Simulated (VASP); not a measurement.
Computed with r2SCAN meta-GGA, VASP's PBE PAW potentials (set 64) (plane waves; VASP 6.6.1).

A VASP calculation is set up with these files.

KPOINTS_OPT:
```
k-points along high-symmetry lines
10
Line-mode
Reciprocal
  0.000000   0.000000   0.000000 ! GAMMA
  0.000000   0.500000   0.000000 ! X

  0.000000   0.500000   0.000000 ! X
  0.500000   0.500000   0.000000 ! M

  0.500000   0.500000   0.000000 ! M
  0.000000   0.000000   0.000000 ! GAMMA

  0.000000   0.000000   0.000000 ! GAMMA
  0.500000   0.500000   0.500000 ! R

  0.500000   0.500000   0.500000 ! R
  0.000000   0.500000   0.000000 ! X

  0.500000   0.500000   0.500000 ! R
  0.500000   0.500000   0.000000 ! M
```

**POSCAR**
```
RbCaH3
1
    4.5060303224     0.0000000000     0.0000000000
    0.0000000000     4.5060303224     0.0000000000
    0.0000000000     0.0000000000     4.5060303224
Rb Ca H
1 1 3
Direct
  0.0000000000   0.0000000000   0.0000000000
  0.5000000000   0.5000000000   0.5000000000
  0.5000000000   0.0000000000   0.5000000000
  0.0000000000   0.5000000000   0.5000000000
  0.5000000000   0.5000000000   0.0000000000
```

File KPOINTS:
```
K-points
0
gamma
  6 6 6
0 0 0
```

INCAR:
```
ISIF  =  2   ! forces and stress, cell fixed
LREAL  =  F
SYSTEM  =  RbCaH3
LWAVE  =  F
NELM  =  100   ! most electronic steps
PREC  =  Accurate
NEDOS  =  601
LASPH  =  T
ISMEAR  =  -5
LMIXTAU  =  T
ALGO  =  Normal   ! blocked Davidson
EDIFF  =  1E-7
LCHARG  =  F
LORBIT  =  11   ! lm-projected
LMAXMIX  =  4   ! l cut-off of mixed one-centre charges
METAGGA  =  R2SCAN
ENCUT  =  400
```

POTCAR, in this order: Rb_sv Ca_sv H (PBE.64 set). Program: vasp_std.

Question: Predict the energy per atom (σ→0), band gap (over mesh and band path).

Answer: 
The energy per atom (σ→0) is -6.756 eV/atom. The band gap (over mesh and band path) is 3.76 eV.

OSZICAR:
```
...
DAV:  21    -0.337811137275E+02    0.12285E-05   -0.42087E-06   948   0.196E-02    0.496E-03
DAV:  22    -0.337811161365E+02   -0.24090E-05   -0.16304E-06   748   0.127E-02    0.280E-03
DAV:  23    -0.337811167473E+02   -0.61081E-06   -0.79281E-07   990   0.872E-03    0.893E-04
DAV:  24    -0.337811167454E+02    0.19643E-08   -0.82167E-08   629   0.296E-03
   1 F= -.33781117E+02 E0= -.33781117E+02  d E =0.000000E+00
       N       E                     dE             ncg
       N       E                     dE             ncg
       N       E                     dE             ncg
```

The structure comes from a computed database's RbCaH3 entry (Pm-3m); how it stands against other phases isn't given here. It was relaxed first.
